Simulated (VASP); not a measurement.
Level of theory: r2SCAN meta-GGA, VASP's PBE PAW potentials (set 64) (plane waves; VASP).

The input files of a VASP run:

**POSCAR**
```
AuZn
3.1473170
  1.0000000733   0.0000000000   0.0000000000
  0.0000000000   1.0000000733   0.0000000000
  0.0000000000   0.0000000000   1.0000000733
Zn Au
1 1
Cartesian
  0.5000000367   0.5000000367   0.5000000367
  0.0000000000  -0.0635461887   0.0000000000
```

**INCAR**
```
SYSTEM = AuZn
PREC = Accurate; ENCUT = 480; LREAL = F
LASPH = T
EDIFF = 1E-7; NELM = 100; ALGO = Normal
LMAXMIX = 6; LMIXTAU = T
ISMEAR = 1; SIGMA = 0.1
METAGGA = R2SCAN
ISIF = 2
LWAVE = F; LCHARG = F
```

KPOINTS:
```
Automatic mesh
0
Gamma
10 10 10
0 0 0
```

POTCAR, in this order: Zn Au (PBE.64 set). Program: vasp_std.

Output

File OUTCAR:
```
 ion  position               nearest neighbor table
   1  0.500  0.500  0.500-   2 2.62   2 2.62   2 2.62   2 2.62   2 2.85   2 2.85   2 2.85   2 2.85
  LATTYP: Found a simple cubic cell.
 ALAT       =     3.1473172308
 Subroutine PRICEL returns:
 Original cell was already a primitive cell.
 Subroutine GETGRP returns: Found  8 space group operations
The static configuration has the point symmetry C_4v.
The dynamic configuration has the point symmetry C_4v.
 Subroutine INISYM returns: Found  8 space group operations
 Subroutine IBZKPT returns following result:
 Found    126 irreducible k-points:

 Following reciprocal coordinates:
            Coordinates               Weight
  0.000000  0.000000  0.000000      1.000000
  0.100000  0.000000  0.000000      4.000000
  0.000000  0.100000  0.000000      2.000000
  0.200000  0.000000  0.000000      4.000000
  0.000000  0.200000  0.000000      2.000000
  0.300000  0.000000  0.000000      4.000000
  0.000000  0.300000  0.000000      2.000000
  0.400000  0.000000  0.000000      4.000000
  0.000000  0.400000  0.000000      2.000000
  0.500000  0.000000  0.000000      2.000000
  0.000000  0.500000  0.000000      1.000000
  0.100000  0.100000  0.000000      8.000000
  0.100000  0.000000  0.100000      4.000000
  0.200000  0.100000  0.000000      8.000000
  0.000000  0.200000  0.100000      8.000000
  0.100000  0.000000  0.200000      8.000000
  0.300000  0.100000  0.000000      8.000000
  0.000000  0.300000  0.100000      8.000000
  0.100000  0.000000  0.300000      8.000000
  0.400000  0.100000  0.000000      8.000000
  0.000000  0.400000  0.100000      8.000000
  0.100000  0.000000  0.400000      8.000000
  0.500000  0.100000  0.000000      4.000000
  0.000000  0.500000  0.100000      4.000000
  0.100000  0.000000  0.500000      4.000000
...
```

File OSZICAR:
```
       N       E                     dE             d eps       ncg     rms          rms(c)
DAV:   1     0.624360753469E+02    0.62436E+02   -0.11584E+04  3828   0.193E+03
DAV:   2    -0.614864221719E+02   -0.12392E+03   -0.12023E+03  3941   0.337E+02
DAV:   3    -0.654223457732E+02   -0.39359E+01   -0.39277E+01  4641   0.709E+01
DAV:   4    -0.654463313861E+02   -0.23986E-01   -0.23983E-01  4368   0.479E+00
DAV:   5    -0.654466506463E+02   -0.31926E-03   -0.31926E-03  4746   0.568E-01    0.927E+00
DAV:   6    -0.598400145675E+02    0.56066E+01   -0.55222E+00  3850   0.300E+01    0.689E+00
DAV:   7    -0.598128434502E+02    0.27171E-01   -0.32380E-01  4263   0.796E+00    0.368E+00
DAV:   8    -0.598246466851E+02   -0.11803E-01   -0.23222E-01  4116   0.613E+00    0.961E-01
DAV:   9    -0.598683061845E+02   -0.43659E-01   -0.38649E-02  4039   0.328E+00    0.231E-01
DAV:  10    -0.598688837628E+02   -0.57758E-03   -0.56179E-03  4347   0.804E-01    0.733E-02
DAV:  11    -0.598690167057E+02   -0.13294E-03   -0.26309E-03  4165   0.596E-01    0.558E-02
DAV:  12    -0.598693116678E+02   -0.29496E-03   -0.30735E-04  3962   0.200E-01    0.261E-02
DAV:  13    -0.598692794942E+02    0.32174E-04   -0.52050E-05  4032   0.102E-01    0.106E-02
DAV:  14    -0.598693000407E+02   -0.20546E-04   -0.32025E-05  3948   0.795E-02    0.377E-03
DAV:  15    -0.598693017621E+02   -0.17213E-05   -0.28414E-06  4081   0.269E-02    0.152E-03
DAV:  16    -0.598693015182E+02    0.24387E-06   -0.16815E-07  3141   0.610E-03    0.880E-04
DAV:  17    -0.598693009057E+02    0.61248E-06   -0.13037E-07  2919   0.435E-03    0.588E-04
DAV:  18    -0.598693006552E+02    0.25047E-06   -0.99720E-08  2296   0.367E-03    0.234E-04
DAV:  19    -0.598693006307E+02    0.24535E-07   -0.10078E-08  1939   0.119E-03
   1 F= -.59869301E+02 E0= -.59869020E+02  d E =-.843159E-03
```

### OUTCAR
```
------------------------ aborting loop because EDIFF is reached ----------------------------------------
  FORCE on cell =-STRESS in cart. coord.  units (eV):
  Direction    XX          YY          ZZ          XY          YZ          ZX
  --------------------------------------------------------------------------------------
  Total        0.6323223      0.1838175      0.6323223      0.0000000      0.0000000      0.0000000
  in kB       32.4958208      9.4466067     32.4958208      0.0000000      0.0000000      0.0000000
  external PRESSURE =      24.8127494 kB  Pullay stress =       0.0000000 kB
  volume of cell :       31.18
      direct lattice vectors                 reciprocal lattice vectors
     3.147317231  0.000000000  0.000000000     0.317730920  0.000000000  0.000000000
     0.000000000  3.147317231  0.000000000     0.000000000  0.317730920  0.000000000
     0.000000000  0.000000000  3.147317231     0.000000000  0.000000000  0.317730920
 POSITION                                       TOTAL-FORCE (eV/Angst)
 -----------------------------------------------------------------------------------
      1.57366      1.57366      1.57366         0.000000     -0.685725     -0.000000
      0.00000      2.94732      0.00000        -0.000000      0.685725      0.000000
 -----------------------------------------------------------------------------------
    total drift:                                0.000000      0.005327      0.000000
  FREE ENERGIE OF THE ION-ELECTRON SYSTEM (eV)
  ---------------------------------------------------
  free  energy   TOTEN  =       -59.8693006307 eV

  energy  without entropy=      -59.8684574713  energy(sigma->0) =      -59.86901958
```
(Selected blocks of OUTCAR.)

The compound is AuZn in the CsCl type structure. This cell was strained or had an atom moved on purpose. The electron count is odd and the run is not spin-polarised, which forces a metal.
